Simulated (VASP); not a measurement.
K2PdC2, 5 atoms in the cell. The structure is trigonal, space group P-3m1 (No. 164). Conventional cell: a = 5.118 Å, b = 5.118 Å, c = 5.258 Å, α = 90.00°, β = 90.00°, γ = 120.00°. Around K (site symmetry 3m) lie 3 C at 3.00 Å and 3 Pd at 3.30 Å. Around Pd (site symmetry -3m) lie 2 C at 2.00 Å. Around C (site symmetry 3m) lie 1 C at 1.26 Å. The cell comes from a database or a generator and needn't be the stable form of this composition.

- Program: VASP 6.6.1
- Task: single point
- Functional: LDA
- Potentials or basis: VASP PAW LDA potentials, release 64 (K_sv, Pd, C)
- Cutoff: 520 eV
- k mesh: 6 × 6 × 4
- Occupations: gaussian, width 0.1 eV
- Spin: no spin polarisation
- Dipole correction: no
- Further INCAR settings: ALGO = Normal; EDIFF = 1e-07; NBANDS = 26

Potentials or basis: VASP PAW LDA potentials, release 64 (K_sv, Pd, C).

Run with:

```bash
$ cat potpaw_LDA.64/K_sv/POTCAR potpaw_LDA.64/Pd/POTCAR potpaw_LDA.64/C/POTCAR > POTCAR
$ mpirun -np 1 vasp_std > vasp.out
```

Hardware: 1 thread of Intel(R) Xeon(R) Platinum 8375C CPU @ 2.90GHz (Ice Lake), with other jobs on the host.

Problem. Estimate the wall time of this run.

Solution. It took 70 s on 1 thread of Intel(R) Xeon(R) Platinum 8375C CPU @ 2.90GHz (Ice Lake), on a shared host, peak memory 0.24 GiB. Counts: scf iterations 15, k points 24.
